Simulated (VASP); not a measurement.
The system is W.

```
W
1.0
    -1.58234    1.58234    1.58234
     1.58234   -1.58234    1.58234
     1.58234    1.58234   -1.58234
W
1
Direct
  0.00000 0.00000 0.00000
```

* Program: VASP 6.6.1
* Task: relaxation of cell and atoms
* Functional: PBE
* Potentials or basis: VASP PAW PBE potentials, release 64 (W_sv)
* Cutoff: 520 eV
* k mesh: 12 × 12 × 12
* Occupations: gaussian, width 0.1 eV
* Spin: no spin polarisation

At the start: pressure 6.5 GPa; volume 15.85 Å³/atom.

How do energy, volume and symmetry change on relaxing?

Over 4 steps the energy falls by 6.5 meV/atom and the volume is 16.18 Å³/atom (+2.1 %); space group Im-3m (No. 229, to 0.05 Å).

Step by step:
| step | energy change (eV) | largest force (eV/Å) | pressure (GPa) | volume (Å³) |
| --- | --- | --- | --- | --- |
| 1 | 0.0000 | 0.0000 | 6.46 | 15.85 |
| 2 | 0.0664 | 0.0000 | -18.57 | 17.36 |
| 3 | -0.0065 | 0.0000 | -0.17 | 16.19 |
| 4 | -0.0065 | 0.0000 | -0.01 | 16.18 |

Final structure:
```cif
data_structure
_symmetry_space_group_name_H-M 'P 1'
_symmetry_Int_Tables_number 1
_cell_length_a 2.7595
_cell_length_b 2.7595
_cell_length_c 2.7595
_cell_angle_alpha 109.471
_cell_angle_beta 109.471
_cell_angle_gamma 109.471
_cell_volume 16.18
loop_
_atom_site_label
_atom_site_type_symbol
_atom_site_fract_x
_atom_site_fract_y
_atom_site_fract_z
_atom_site_occupancy
W1 W 0.00000 0.00000 0.00000 1
```
